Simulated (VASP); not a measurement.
A run of VASP 6.6.1 is set up as follows.

File INCAR:

```
SYSTEM = BiTe
PREC = Accurate
ENCUT = 520
EDIFF = 1E-7
ISMEAR = 0
SIGMA = 0.15
LREAL = .False.
LASPH = .True.
NELM = 80
ALGO = Normal
ISIF = 2
LWAVE = .False.
LCHARG = .True.
LELF = .True.
LVHAR = .True.
NBANDS = 18
```

Contents of KPOINTS:

```
Automatic mesh
0
Gamma
  12 12 12
  0 0 0
```

POSCAR

```
BiTe
1.0
    2.3500265396      1.3567884553      3.3172919545
   -2.3500265396      1.3567884553      3.3172919545
    0.0000000000     -2.7135769105      3.3172919545
Bi Te
1 1
Direct
    0.5000000000      0.5000000000      0.5000000000
    0.0000000000      0.0000000000      0.0000000000
```

Potentials or basis: VASP PAW LDA potentials, release 64 (Bi_d, Te).

Run with:

```sh
$ cat potpaw_LDA.64/Bi_d/POTCAR potpaw_LDA.64/Te/POTCAR > POTCAR
$ mpirun -np 1 vasp_std > vasp.out
```

Task: What does it give for the pressure?

Result: -0.2 GPa.

Task: Predict the band gap on the k mesh.

Result: None (metal or under the smearing width).

Stress tensor (GPa, compression positive):
```
 0.05  0.00  0.00
 0.00  0.05  0.00
 0.00  0.00 -0.74
```

Caveat: spin-orbit coupling is left out, which moves the levels of the heavy elements.
